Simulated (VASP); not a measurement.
An input for Quantum ESPRESSO's pw.x (written as the equivalent of a VASP run, and not itself run):

```
&CONTROL
  calculation = 'vc-relax'
  pseudo_dir = './pseudo'
  outdir = './out'
  tprnfor = .true.
  tstress = .true.
  nstep = 40
  forc_conv_thr = 0.00078
/
&SYSTEM
  ibrav = 0
  nat = 1
  ntyp = 1
  ecutwfc = 74
  occupations = 'smearing'
  smearing = 'methfessel-paxton'
  degauss = 0.00735
  input_dft = 'pbe'
/
&ELECTRONS
  conv_thr = 7.3e-08
  electron_maxstep = 100
/
&IONS
/
&CELL
/
ATOMIC_SPECIES
  Li 6.940 Li.upf
CELL_PARAMETERS angstrom
    -1.7140963    1.7140963    1.7140963
     1.7140963   -1.7140963    1.7140963
     1.7140963    1.7140963   -1.7140963
ATOMIC_POSITIONS crystal
  Li   0.0000000  0.0000000  0.0000000
K_POINTS automatic
  15 15 15 0 0 0
```

### Question
Translate this input to VASP (INCAR, KPOINTS, POSCAR, choice of POTCAR).

### Answer
One answer among several that fit: 
INCAR:
```
! general
SYSTEM=Li
PREC  =Accurate
ENCUT =620
LREAL =.FALSE.
LASPH =.TRUE.

! electronic loop
EDIFF =1E-6
NELM  =100
ALGO  =Normal

! smearing
ISMEAR=1
SIGMA =0.1

! functional
GGA   =PE

! ions
IBRION=2
NSW   =40
ISIF  =3
EDIFFG=-0.02

! output
LWAVE =.FALSE.
LCHARG=.FALSE.
```

File KPOINTS:
```
Automatic mesh
0
Gamma
15 15 15
0 0 0
```

File POSCAR:
```
Li
1
   -1.7140963307     1.7140963307     1.7140963307
    1.7140963307    -1.7140963307     1.7140963307
    1.7140963307     1.7140963307    -1.7140963307
Li
1
Direct
  0.0000000000   0.0000000000   0.0000000000
```

POTCAR, in this order: Li_sv (PBE.64 set). Program: vasp_std.

Limits of the translation: the potentials are each code's own (VASP's PAW set, PseudoDojo norm-conserving files in pw.x), so ENCUT and ecutwfc are chosen apart and not converted; conv_thr bounds pw.x's estimated SCF error, while EDIFF bounds the energy change between steps; forc_conv_thr acts on force components and is met together with etot_conv_thr.

The compound is Li in the bcc structure. It was relaxed first, which changed the volume by -5 %.
